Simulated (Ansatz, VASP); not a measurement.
# Two plane-wave programs on Si5F

```
CELL_PARAMETERS angstrom
4.35178 0.00000 0.00000
-2.17589 3.76876 0.00000
0.00000 0.00000 5.14950
ATOMIC_POSITIONS crystal
Si 0.33333 0.66667 0.25840
Si 0.66667 0.33333 0.25840
Si 0.66667 0.33333 0.74160
Si 0.33333 0.66667 0.74160
Si 0.00000 0.00000 0.00000
F 0.00000 0.00000 0.50000
```

Alike in both runs: functional PBE; k mesh 12 × 12 × 8; occupations gaussian, width 0.1 eV; no spin polarisation.

Ansatz relaxed the structure, and its values are those at the end. VASP's run is a single point on that final structure, the one shown.

|  | VASP | Ansatz |
| --- | --- | --- |
| version | VASP 6.6.1 | Ansatz 0.2.0 |
| potentials or method | VASP PAW PBE potentials, release 64 (Si, F) | scalar-relativistic, plane waves, PAW |
| plane-wave cutoff (eV) | 520 | 420 |
| valence electrons in the cell | 27 | 27 |

```csv
,VASP,Ansatz,Ansatz less VASP
gap on the k mesh at the Fermi level (eV),none,none,-
pressure (GPa),-0.1,0.0,+0.08
```

A gap of «none» marks a metal or a gap that the smearing closes. With one functional, cell and mesh, what is left measures potentials, basis and numerics.

Caveats: an odd number of electrons without spin polarisation forces a metal; a magnetic or distorted state may lie lower.
